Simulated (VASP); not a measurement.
## PIr2 with r2SCAN + rVV10: from relaxation to properties

What structure does PIr2 take at this level, and what are its properties? The steps: relaxing cell and atoms (r2SCAN + rVV10), density, ELF and potential (r2SCAN + rVV10), band structure (r2SCAN + rVV10), total and projected DOS (r2SCAN + rVV10), volume scan with r2SCAN + rVV10, fit for r2SCAN + rVV10, electric field gradients (r2SCAN + rVV10) and zone-centre phonons (r2SCAN + rVV10). The start is a cell from a database of measured crystal structures.

Main program and level: VASP 6.6.1; r2SCAN with rVV10; plane waves and PAW (P, Ir).

Most raw output is cut from this account.

The database entry behind the starting cell differs from later determinations by our own check (0.1 to 0.3 % short, probably kX units), so it need not match the best structure at ambient conditions.

## (1) Starting point

Before any relaxation, the start is as follows. Symmetry: Fm-3m, No. 225, cubic system. Conventional cell: a = 5.535 Å, b = 5.535 Å, c = 5.535 Å, α = 90.00°, β = 90.00°, γ = 90.00°. Nearest to P lie 8 Ir at 2.40 Å. Nearest to Ir lie 4 P at 2.40 Å. Farther neighbours are not listed.

As a file:

```cif
data_structure
_symmetry_space_group_name_H-M 'P 1'
_symmetry_Int_Tables_number 1
_cell_length_a 3.9138
_cell_length_b 3.9138
_cell_length_c 3.9138
_cell_angle_alpha 60.000
_cell_angle_beta 60.000
_cell_angle_gamma 60.000
_cell_volume 42.39
loop_
_atom_site_label
_atom_site_type_symbol
_atom_site_fract_x
_atom_site_fract_y
_atom_site_fract_z
_atom_site_occupancy
P1 P 0.00000 0.00000 0.00000 1
Ir2 Ir 0.25000 0.25000 0.25000 1
Ir3 Ir 0.75000 0.75000 0.75000 1
```

## (2) Relaxing cell and atoms (r2SCAN + rVV10)

The start need not lie at this functional's minimum. ISIF = 3 frees volume, shape and positions, and EDIFFG sets the threshold on forces and stress at which the search stops. r2SCAN adds the kinetic-energy density, costs more than a GGA and is run with LASPH. LUSE_VDW switches on a nonlocal correlation term for dispersion.

Input file INCAR:

```
SYSTEM = PIr2
PREC = Accurate
ENCUT = 400
EDIFF = 1E-06
NELM = 100
ISMEAR = 0
SIGMA = 0.05
LREAL = .FALSE.
ALGO = Normal
METAGGA = R2SCAN
LUSE_VDW = .TRUE.
IVDW_NL = 2
BPARAM = 11.95
CPARAM = 0.0093
LASPH = .TRUE.
NBANDS = 17
LORBIT = 11
LWAVE = .FALSE.
LCHARG = .FALSE.
KPAR = 2
IBRION = 2
NSW = 60
ISIF = 3
EDIFFG = -0.01
```

Input file POSCAR:

```
PIr2
1.0
    0.0000000000      2.7675000000      2.7675000000
    2.7675000000      0.0000000000      2.7675000000
    2.7675000000      2.7675000000      0.0000000000
P Ir
1 2
Direct
    0.0000000000      0.0000000000      0.0000000000
    0.2500000000      0.2500000000      0.2500000000
    0.7500000000      0.7500000000      0.7500000000
```

Input file KPOINTS:

```
Automatic mesh
0
Gamma
7 7 7
0 0 0
```

Potentials, in the order of the species: P and Ir (PBE family, release 64).

The run is started by

```sh
$ mpirun -np 2 vasp_std
```

Elapsed: 2.7 min, on 2 MPI ranks of AMD EPYC 7R43, shared host; peak memory 0.47 GiB; 5.2 min of CPU time.

This run has no spin polarisation. Its electron count is odd, so without a moment it is a metal by construction. The k-mesh is coarse for a metal. The PAW data sets were made with PBE, which is usual practice but a small mismatch for other functionals. The run keeps the 48 symmetry operations of its start, so it cannot find a distortion of lower symmetry.

Relaxation path:

```
step  energy less that of the first step (eV)  largest force (eV/Å)  pressure (GPa)  volume (Å³)
   1                                   0.0000                0.0000            2.28        42.39
   2                                   0.0168                0.0000           -6.32        43.64
   3                                  -0.0021                0.0000            0.01        42.70
```

```
conventional cell, symmetrised  before  after  change
                         a (Å)   5.535  5.548  +0.2 %
                         b (Å)   5.535  5.548  +0.2 %
                         c (Å)   5.535  5.548  +0.2 %
              volume (Å³/atom)   14.13  14.23  +0.7 %
```

Final coordinates:

```xyz
3
Lattice="0.0000 2.7742 2.7742 2.7742 0.0000 2.7742 2.7742 2.7742 0.0000" Properties=species:S:1:pos:R:3 pbc="T T T"
P     0.0000    0.0000    0.0000
Ir    1.3871    1.3871    1.3871
Ir    4.1613    4.1613    4.1613
```

This step gave:

- electrons: 23
- bands: 17
- irreducible k-points: 20
- symmetry operations: 48
- free energy (TOTEN): -114.7839 eV
- energy at zero smearing: -114.7826 eV
- Fermi energy: 9.503 eV
- pressure: 0.01402 GPa
- metallic: yes
- SCF cycles over all ionic steps: 29

It ends with forces that vanish by symmetry and a pressure of 0.01 GPa. The volume lies +0.7 % from that of the database's start.

## (3) Density, ELF and potential (r2SCAN + rVV10)

A single point on the relaxed cell gives a clean self-consistent state, with density, ELF and potential written out.

INCAR, as its differences from that of step 2:

```diff
@@ -18,7 +18,5 @@
 LWAVE = .FALSE.
-LCHARG = .FALSE.
-KPAR = 2
-IBRION = 2
-NSW = 60
-ISIF = 3
-EDIFFG = -0.01
+LCHARG = .TRUE.
+ISIF = 2
+LELF = .TRUE.
+LVHAR = .TRUE.
```

Input file POSCAR:

```
PIr2
1.0
    0.0000000000      2.7742065316      2.7742065316
    2.7742065316      0.0000000000      2.7742065316
    2.7742065316      2.7742065316      0.0000000000
P Ir
1 2
Direct
    0.0000000000      0.0000000000      0.0000000000
    0.2500000000      0.2500000000      0.2500000000
    0.7500000000      0.7500000000      0.7500000000
```

KPOINTS is that of step 2.

The run is started by

```sh
$ mpirun -np 2 vasp_std
```

The job ended after 53 s (2 MPI ranks; peak memory 0.33 GiB).

This step gave:

* SCF cycles: 13
* bands: 18
* free energy (TOTEN): -114.7840 eV
* energy at zero smearing: -114.7827 eV
* pressure: -1.86e-5 GPa

Valence electrons inside each PAW sphere by angular momentum. Sphere charges, by row:

```
atom  s (e)  p (e)  d (e)  tot (e)
  P1  0.941  1.396      0    2.338
 Ir2  0.633  0.708   7.25    8.591
 Ir3  0.633  0.708   7.25    8.591
```

ELF in the ac plane of a cell with a along [110], b along [-110] and c along [001] of the cube at fractional y = 0.000, with atoms of P and Ir within 0.2 Å of it. It is the smooth field of the valence electrons, not physical close to the nuclei.

Ten even steps from '0' (0.02) to '9' (0.69), each cell a mean:
```
4897544689548975446895
8986422589889864225898
7765100367777651003677
3443000144334430001443
1233100243112331002431
0134312442101343124421
0023444421000234444210
0013454421000134544210
0123433431001234334310
1234201342112342013421
2343000243223430002432
5553000255555530002555
8876201478888762014788
6997433589769974335897
2797555698427975556984
```
Columns run along a (7.8 Å), rows up along c (5.5 Å), edges of the conventional cell, whose origin can differ from the input's. Atoms in or near the plane, at fractional coordinates: P at (0.00, 0.00), P at (0.50, 0.00), Ir at (0.25, 0.25), Ir at (0.75, 0.25), Ir at (0.25, 0.75), Ir at (0.75, 0.75).

Electrostatic potential energy in the ac plane of a cell with a along [110], b along [-110] and c along [001] of the cube at fractional y = 0.000, with atoms of P and Ir within 0.2 Å of it. With pseudopotentials it is smooth inside the atoms' cores, unlike the true potential.

Ten even steps from '_' (-74 eV) to '@' (4 eV), each cell a mean:
```
__..##%%%%%%%%@@%%==____..##%%%%%%%%@@%%==__
--**%%%%##****##%%##==--**%%%%##****##%%##==
%%%%%%##==----**%%%%%%%%%%%%##==----**%%%%%%
@@@@%%**--::::++##@@@@@@@@%%**--::::++##@@@@
@@@@@@##==----++%%@@@@@@@@@@##==----++%%@@@@
@@@@@@%%**++**##@@@@@@@@@@@@%%**++**##@@@@@@
@@@@@@@@%%%%%%@@@@@@@@@@@@@@@@%%%%%%@@@@@@@@
@@@@@@@@@@@@@@@@@@@@@@@@@@@@@@@@@@@@@@@@@@@@
@@@@@@@@%%####%%@@@@@@@@@@@@@@%%####%%@@@@@@
@@@@@@##++==++**%%@@@@@@@@@@##++==++**%%@@@@
@@@@%%**==::--++%%@@@@@@@@%%**==::--++%%@@@@
@@@@%%**--::--++%%@@@@@@@@%%**--::--++%%@@@@
##%%%%##++====**%%%%####%%%%##++====**%%%%##
..==##%%%%####%%%%**::..==##%%%%####%%%%**::
__..**@@@@@@@@@@%%--____..**@@@@@@@@@@%%--__
```
Columns run along a (7.8 Å; values clipped at the 3rd and 97th percentile), rows up along c (5.5 Å), edges of the conventional cell, whose origin can differ from the input's. Atoms in or near the plane, at fractional coordinates: P at (0.00, 0.00), P at (0.50, 0.00), Ir at (0.25, 0.25), Ir at (0.75, 0.25), Ir at (0.25, 0.75), Ir at (0.75, 0.75).

Valence density in the ac plane of a cell with a along [110], b along [-110] and c along [001] of the cube at fractional y = 0.000, with atoms of P and Ir within 0.2 Å of it. It is the smooth field of the valence electrons, not physical close to the nuclei.

Values in e/Å³, 8 rows by 16 columns, each cell a mean:
```
0.4 0.7 0.6 0.7 0.8 0.6 0.6 0.5 0.4 0.7 0.6 0.7 0.8 0.6 0.6 0.5
0.4 0.4 1.0 1.9 2.1 1.4 0.6 0.4 0.4 0.4 1.0 1.9 2.1 1.4 0.6 0.4
0.1 0.2 0.8 1.7 1.8 1.1 0.3 0.1 0.1 0.2 0.8 1.7 1.8 1.1 0.3 0.1
0.1 0.1 0.3 0.5 0.5 0.3 0.1 0.1 0.1 0.1 0.3 0.5 0.5 0.3 0.1 0.1
0.1 0.1 0.3 0.7 0.7 0.5 0.2 0.1 0.1 0.1 0.3 0.7 0.7 0.5 0.2 0.1
0.2 0.3 0.9 1.9 2.1 1.3 0.4 0.2 0.2 0.3 0.9 1.9 2.1 1.3 0.4 0.2
0.5 0.5 1.0 1.7 1.8 1.2 0.6 0.5 0.5 0.5 1.0 1.7 1.8 1.2 0.6 0.5
0.2 0.7 0.5 0.5 0.6 0.5 0.7 0.4 0.2 0.7 0.5 0.5 0.6 0.5 0.7 0.4
```
Columns run along a (7.8 Å), rows up along c (5.5 Å), edges of the conventional cell, whose origin can differ from the input's. Atoms in or near the plane, at fractional coordinates: P at (0.00, 0.00), P at (0.50, 0.00), Ir at (0.25, 0.25), Ir at (0.75, 0.25), Ir at (0.25, 0.75), Ir at (0.75, 0.75).

In this run the pressure is 0.00 GPa, small enough to go on.

## (4) Band structure (r2SCAN + rVV10)

The mesh alone shows little of the dispersion and can miss band extrema, so KPOINTS_OPT adds a path through the symmetry points after the self-consistent cycle.

INCAR, as its differences from that of step 3:

```diff
@@ -15,8 +15,6 @@
 LASPH = .TRUE.
-NBANDS = 17
+NBANDS = 24
 LORBIT = 11
 LWAVE = .FALSE.
-LCHARG = .TRUE.
-ISIF = 2
-LELF = .TRUE.
-LVHAR = .TRUE.
+LCHARG = .FALSE.
+KPAR = 2
```

POSCAR is that of step 3.

KPOINTS is that of step 3.

Input file KPOINTS_OPT:

```
Line mode
16
Line-mode
Reciprocal
  0.00000000   0.00000000   0.00000000 GAMMA
  0.50000000   0.00000000   0.50000000 X

  0.50000000   0.00000000   0.50000000 X
  0.50000000   0.25000000   0.75000000 W

  0.50000000   0.25000000   0.75000000 W
  0.37500000   0.37500000   0.75000000 K

  0.37500000   0.37500000   0.75000000 K
  0.00000000   0.00000000   0.00000000 GAMMA

  0.00000000   0.00000000   0.00000000 GAMMA
  0.50000000   0.50000000   0.50000000 L

  0.50000000   0.50000000   0.50000000 L
  0.62500000   0.25000000   0.62500000 U

  0.62500000   0.25000000   0.62500000 U
  0.50000000   0.25000000   0.75000000 W

  0.50000000   0.25000000   0.75000000 W
  0.50000000   0.50000000   0.50000000 L

  0.50000000   0.50000000   0.50000000 L
  0.37500000   0.37500000   0.75000000 K

  0.62500000   0.25000000   0.62500000 U
  0.50000000   0.00000000   0.50000000 X
```

The run is started by

```sh
$ mpirun -np 2 vasp_std
```

The job ended after 4.4 min (2 MPI ranks; peak memory 0.45 GiB; 8.5 min of CPU time).

Spin-orbit coupling is off here; with elements this heavy it splits and shifts levels by tenths of an eV or more.

Numbers from this step:

```
bands    : 24
pressure : -0.002340 GPa
```

Electronic bands along the path, in eV, zero at the Fermi level; # counts the bands kept:

```
          point     #8     #9    #10    #11   #12   #13   #14   #15
              Γ  -0.46   1.00   1.91   1.91  4.83  4.83  4.83  5.38
0.53 of the way  -2.10  -0.13   1.82   1.98  1.98  2.06  4.28  6.05
              X  -2.40  -0.71  -0.71   0.03  1.76  2.03  5.90  7.09
0.47 of the way  -2.18  -1.42  -0.94  -0.31  1.97  2.07  6.39  7.55
              W  -2.47  -1.72  -1.23  -0.92  2.12  2.12  7.98  7.98
0.47 of the way  -2.12  -1.89  -1.16  -0.84  2.15  2.18  6.69  8.65
              K  -2.12  -1.83  -1.14  -0.77  2.17  2.32  5.89  8.73
0.53 of the way  -1.62  -0.78  -0.74   1.95  2.99  3.68  4.02  6.54
              Γ  -0.46   1.00   1.91   1.91  4.83  4.83  4.83  5.38
0.47 of the way  -1.35  -0.06  -0.06   0.98  2.57  4.67  4.67  6.36
              L  -2.75  -2.48  -2.48  -2.40  4.25  4.75  4.75  8.72
0.47 of the way  -2.46  -1.89  -1.76  -1.28  3.01  3.61  5.37  8.35
              U  -2.12  -1.83  -1.14  -0.77  2.17  2.32  5.89  8.73
0.53 of the way  -2.12  -1.89  -1.16  -0.84  2.15  2.18  6.69  8.65
              W  -2.47  -1.72  -1.23  -0.92  2.12  2.12  7.98  7.98
0.47 of the way  -2.09  -1.92  -1.43  -1.07  2.65  2.93  5.96  8.11
              L  -2.75  -2.48  -2.48  -2.40  4.25  4.75  4.75  8.72
0.47 of the way  -2.46  -1.89  -1.76  -1.28  3.01  3.61  5.37  8.35
              K  -2.12  -1.83  -1.14  -0.77  2.17  2.32  5.89  8.73
      jump to U  -2.12  -1.83  -1.14  -0.77  2.17  2.32  5.89  8.73
0.47 of the way  -2.32  -1.08  -0.99  -0.21  1.95  2.06  6.04  7.53
              X  -2.40  -0.71  -0.71   0.03  1.76  2.03  5.90  7.09
```

Of the projections kept (P, Ir), the largest for each band there; the rest of the weight can lie on other orbitals:

```
point       #8       #9      #10      #11      #12      #13      #14      #15
    Γ  Ir 1.00   P 0.58  Ir 1.00  Ir 1.00  Ir 0.57  Ir 0.57  Ir 0.57  Ir 1.00
    X  Ir 1.00  Ir 0.92  Ir 0.92  Ir 1.00  Ir 1.00  Ir 0.89  Ir 1.00  Ir 0.76
    W  Ir 1.00  Ir 1.00  Ir 0.94  Ir 1.00  Ir 0.92  Ir 0.92  Ir 0.81  Ir 0.81
    K  Ir 1.00  Ir 0.98  Ir 0.96  Ir 1.00  Ir 0.91  Ir 0.88  Ir 0.88  Ir 0.77
    Γ  Ir 1.00   P 0.58  Ir 1.00  Ir 1.00  Ir 0.57  Ir 0.57  Ir 0.57  Ir 1.00
    L  Ir 1.00  Ir 0.99  Ir 0.99  Ir 1.00  Ir 0.73  Ir 0.72  Ir 0.72  Ir 1.00
```

There is no gap at this level.

## (5) Total and projected DOS (r2SCAN + rVV10)

Here the states are counted by energy and projected on the atoms. The mesh is finer than in the run before.

INCAR, as its differences from that of step 4:

```diff
@@ -5,3 +5,3 @@
 NELM = 100
-ISMEAR = 0
+ISMEAR = -5
 SIGMA = 0.05
@@ -20 +20,2 @@
 KPAR = 2
+NEDOS = 2001
```

POSCAR is that of step 4.

Input file KPOINTS:

```
Automatic mesh
0
Gamma
10 10 10
0 0 0
```

The run is started by

```sh
$ mpirun -np 2 vasp_std
```

Wall time 2.2 min (2 MPI ranks); peak memory 0.48 GiB; 4.2 min of CPU time.

With tetrahedra the forces and stress of a metal are not exact derivatives of the energy.

This step gave:

```
irreducible k-points   : 47
free energy (TOTEN)    : -114.7737 eV
Fermi energy           : 9.668 eV
pressure               : 0.1848 GPa
DOS at the Fermi level : 0.8709 states/eV/cell
```

The density of states has structure finer than the step of the table below, so its rows give means over 0.5 eV, whole bins alone (the curve runs from -12.0 to 5.21 eV). Peaks (eV: height): total -4.67: 5.63, -2.39: 5.96, -2.01: 4.21, -1.18: 4.23; Ir d -4.67: 3.84, -2.39: 4.92, -2.01: 3.56, -1.18: 3.34; Ir p -6.95: 0.314, -4.67: 0.485, -4.14: 0.346, -1.10: 0.302; P p -8.09: 0.583, -6.95: 0.789, 2.02: 0.297, 4.15: 0.294; Ir s -8.02: 0.892, -6.95: 0.323, -2.54: 0.135, 2.70: 0.254.

States under -12.0 eV and over 5.2 eV are left out. Density of states against energy, zero at the Fermi level; means over each step; values in states/eV/cell:

```
energy (eV)   total     Ir d    Ir p      P p     Ir s      P s
      -10.0       0        0       0        0        0        0
       -9.5  0.0161  0.00369  9.2e-5  0.00268  0.00615   5.6e-5
       -9.0   0.567    0.157  0.0102   0.0936    0.178  0.00465
       -8.5    1.39    0.440  0.0558    0.233    0.333   0.0160
       -8.0    2.09    0.543   0.147    0.365    0.517   0.0150
       -7.5    1.18    0.530  0.0648    0.224    0.124   6.7e-4
       -7.0    3.01     1.31   0.235    0.613    0.254  0.00145
       -6.5    2.03    0.952   0.176    0.428   0.0868   3.2e-4
       -6.0    1.65    0.921   0.123    0.299   0.0268   5.2e-4
       -5.5    1.19    0.927  0.0468   0.0656  0.00159   4.2e-4
       -5.0    2.63     2.05   0.136   0.0334   0.0149  0.00549
       -4.5    3.68     2.61   0.293   0.0820   0.0311   0.0109
       -4.0    2.57     1.85   0.229    0.100   0.0472  0.00162
       -3.5   0.926    0.726  0.0424   0.0166   0.0431   2.7e-4
       -3.0    2.70     2.18   0.101   0.0412   0.0444  0.00293
       -2.5    4.61     3.83   0.118   0.0661    0.106  0.00193
       -2.0    2.95     2.46   0.114   0.0301   0.0602   6.6e-4
       -1.5    2.77     2.30   0.131   0.0217   0.0549  0.00619
       -1.0    3.51     2.78   0.254   0.0349   0.0577   0.0290
       -0.5    2.00     1.58   0.160   0.0265   0.0321   0.0109
        0.0   0.926    0.625   0.130   0.0232   0.0254  0.00935
        0.5   0.580    0.358  0.0932   0.0169   0.0223   0.0111
        1.0   0.492    0.290  0.0714   0.0132   0.0264   0.0211
        1.5   0.544    0.305  0.0521   0.0153   0.0446   0.0443
        2.0    2.50     1.81  0.0695    0.201    0.135   0.0506
        2.5    2.26     1.38   0.134    0.205    0.160   0.0870
        3.0    1.54    0.804   0.136    0.166    0.118   0.0835
        3.5   0.953    0.453   0.118    0.140   0.0503   0.0375
        4.0    1.07    0.387   0.147    0.233   0.0266   0.0292
        4.5   0.883    0.260   0.105    0.177   0.0598   0.0600
```

The finer mesh and the other smearing move the Fermi level by +0.17 eV from the 7×7×7 run, one measure of the sampling error in the zero of the bands above. Of the states within 0.3 eV of the Fermi level, the largest shares in the PAW spheres are Ir d 68 % and Ir p 14 %. The rest lies in smaller channels or between the spheres.

## (6) Volume scan with r2SCAN + rVV10

An equation of state needs energies on both sides of the minimum, all on one mesh and cutoff.

INCAR, as its differences from that of step 5:

```diff
@@ -5,3 +5,3 @@
 NELM = 100
-ISMEAR = -5
+ISMEAR = 0
 SIGMA = 0.05
@@ -15,3 +15,3 @@
 LASPH = .TRUE.
-NBANDS = 24
+NBANDS = 17
 LORBIT = 11
@@ -20,2 +20,2 @@
 KPAR = 2
-NEDOS = 2001
+ISIF = 2
```

Input file POSCAR:

```
PIr2
1.0
    0.0000000000      2.7175741811      2.7175741811
    2.7175741811      0.0000000000      2.7175741811
    2.7175741811      2.7175741811      0.0000000000
P Ir
1 2
Direct
    0.0000000000      0.0000000000      0.0000000000
    0.2500000000      0.2500000000      0.2500000000
    0.7500000000      0.7500000000      0.7500000000
```

Input file KPOINTS:

```
Automatic mesh
0
Gamma
7 7 7
0 0 0
```

The run is started by

```sh
$ mpirun -np 2 vasp_std
```

The job ended after 61 s (2 MPI ranks; peak memory 0.46 GiB; 1.9 min of CPU time).

The scan keeps the cell's shape and the fractional positions fixed.

This step gave:

| Quantity | Value |
| --- | --- |
| bands | 17 |
| irreducible k-points | 20 |
| free energy (TOTEN) | -114.6170 eV |
| energy at zero smearing | -114.6162 eV |
| Fermi energy | 10.49 eV |
| pressure | 22.19 GPa |

The pressure here is 22.19 GPa.

## (7) Volume scan with r2SCAN + rVV10 (run 2)

INCAR is that of step 6.

Input file POSCAR:

```
PIr2
1.0
    0.0000000000      2.7367126580      2.7367126580
    2.7367126580      0.0000000000      2.7367126580
    2.7367126580      2.7367126580      0.0000000000
P Ir
1 2
Direct
    0.0000000000      0.0000000000      0.0000000000
    0.2500000000      0.2500000000      0.2500000000
    0.7500000000      0.7500000000      0.7500000000
```

KPOINTS is that of step 6.

The run is started by

```sh
$ mpirun -np 2 vasp_std
```

Elapsed: 60 s, on 2 MPI ranks; peak memory 0.45 GiB; 1.9 min of CPU time.

This step gave:

* free energy (TOTEN): -114.7128 eV
* energy at zero smearing: -114.7119 eV
* Fermi energy: 10.14 eV
* pressure: 13.90 GPa

The pressure falls from 22.19 to 13.90 GPa.

The run ends at a pressure of 13.90 GPa.

## (8) Volume scan with r2SCAN + rVV10 (run 3)

INCAR is that of step 7.

Input file POSCAR:

```
PIr2
1.0
    0.0000000000      2.7555871348      2.7555871348
    2.7555871348      0.0000000000      2.7555871348
    2.7555871348      2.7555871348      0.0000000000
P Ir
1 2
Direct
    0.0000000000      0.0000000000      0.0000000000
    0.2500000000      0.2500000000      0.2500000000
    0.7500000000      0.7500000000      0.7500000000
```

KPOINTS is that of step 7.

The run is started by

```sh
$ mpirun -np 2 vasp_std
```

Elapsed: 59 s, on 2 MPI ranks; peak memory 0.45 GiB; 1.9 min of CPU time.

The pressure falls from 13.90 to 6.54 GPa.

The run ends at a pressure of 6.54 GPa.

## (9) Volume scan with r2SCAN + rVV10 (run 4)

INCAR is that of step 8.

Input file POSCAR:

```
PIr2
1.0
    0.0000000000      2.7742065316      2.7742065316
    2.7742065316      0.0000000000      2.7742065316
    2.7742065316      2.7742065316      0.0000000000
P Ir
1 2
Direct
    0.0000000000      0.0000000000      0.0000000000
    0.2500000000      0.2500000000      0.2500000000
    0.7500000000      0.7500000000      0.7500000000
```

KPOINTS is that of step 8.

The run is started by

```sh
$ mpirun -np 2 vasp_std
```

Run time: 60 s. Hardware: 2 MPI ranks; peak memory 0.46 GiB.

The pressure falls from 6.54 to 0.00 GPa.

The run ends at a pressure of 0.00 GPa.

## (10) Volume scan with r2SCAN + rVV10 (run 5)

INCAR is that of step 9.

Input file POSCAR:

```
PIr2
1.0
    0.0000000000      2.7925792957      2.7925792957
    2.7925792957      0.0000000000      2.7925792957
    2.7925792957      2.7925792957      0.0000000000
P Ir
1 2
Direct
    0.0000000000      0.0000000000      0.0000000000
    0.2500000000      0.2500000000      0.2500000000
    0.7500000000      0.7500000000      0.7500000000
```

KPOINTS is that of step 9.

The run is started by

```sh
$ mpirun -np 2 vasp_std
```

Run time: 60 s. Hardware: 2 MPI ranks; peak memory 0.46 GiB.

The pressure falls from 0.00 to -5.79 GPa.

The run ends at a pressure of -5.79 GPa.

## (11) Volume scan with r2SCAN + rVV10 (run 6)

INCAR is that of step 10.

Input file POSCAR:

```
PIr2
1.0
    0.0000000000      2.8107134356      2.8107134356
    2.8107134356      0.0000000000      2.8107134356
    2.8107134356      2.8107134356      0.0000000000
P Ir
1 2
Direct
    0.0000000000      0.0000000000      0.0000000000
    0.2500000000      0.2500000000      0.2500000000
    0.7500000000      0.7500000000      0.7500000000
```

KPOINTS is that of step 10.

The run is started by

```sh
$ mpirun -np 2 vasp_std
```

Wall time 60 s (2 MPI ranks); peak memory 0.46 GiB; 2 min of CPU time.

The pressure falls from -5.79 to -10.92 GPa.

The run ends at a pressure of -10.92 GPa.

[end of part 1 of 2]

[Lines on the potential files, build, host, timing and source positions are cut from VASP's logs without a mark.]

[Logs are printed without paths, hosts, clocks, repeated set-up lines and the standing remarks that a program may print on its own settings, such as how far it seeks lower states.]

[Hosts, paths, dates, database ids (printed as entryN), source tags and the programs' standing remarks are cut or masked in the printed files.]

[A measured line is paired with the nearest computed mode of its activity, which favours agreement.]
